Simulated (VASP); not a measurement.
HfMoC2 under changes of volume

One of the cells (11.649 Å³/atom); the others are scaled copies at fixed shape and fractional positions:

```
CELL_PARAMETERS angstrom
3.21256 0.00000 0.00000
0.00000 3.21256 0.00000
0.00000 0.00000 4.51487
ATOMIC_POSITIONS crystal
Hf 0.00000 0.00000 0.00000
Mo 0.50000 0.50000 0.50000
C 0.50000 0.50000 0.00000
C 0.00000 0.00000 0.50000
```

The cell comes from a database or a generator and needn't be the stable form of this composition.

* Program: VASP 6.6.1
* Functional: PBEsol
* Potentials or basis: VASP PAW PBE potentials, release 64 (Hf_pv, Mo_sv, C)
* Cutoff: 520 eV
* k mesh: 8 × 8 × 6
* Occupations: fermi-dirac, width 0.05 eV
* Spin: no spin polarisation

```tsv
volume (Å³/atom)	energy over the lowest point (meV/atom)	pressure (GPa)
10.735	8.91	9.7
10.964	0.00	2.8
11.192	0.39	-3.3
11.649	25.36	-13.9
11.877	?	?
12.106	77.35	-22.3
```

What does the run at 11.877 Å³/atom give?

Energy over the lowest point 48.34 meV/atom; pressure -18.3 GPa.

Worked out: A Birch-Murnaghan fit of order 3 (a polynomial in V^(-2/3)) to the other rows has its minimum at 11.07 Å³/atom with B0 = V·E''(V) = 300 GPa and B' = 4.2 at fixed shape and positions, which overstates the stiffness. It gives 48.27 meV/atom at 11.877 Å³/atom, against the run's 48.34, and -dE/dV = -18.3 GPa, against -18.3.

Energies are extrapolated to zero smearing.

Caveats: the PAW data sets were made with another functional, which shifts forces and pressure a little.
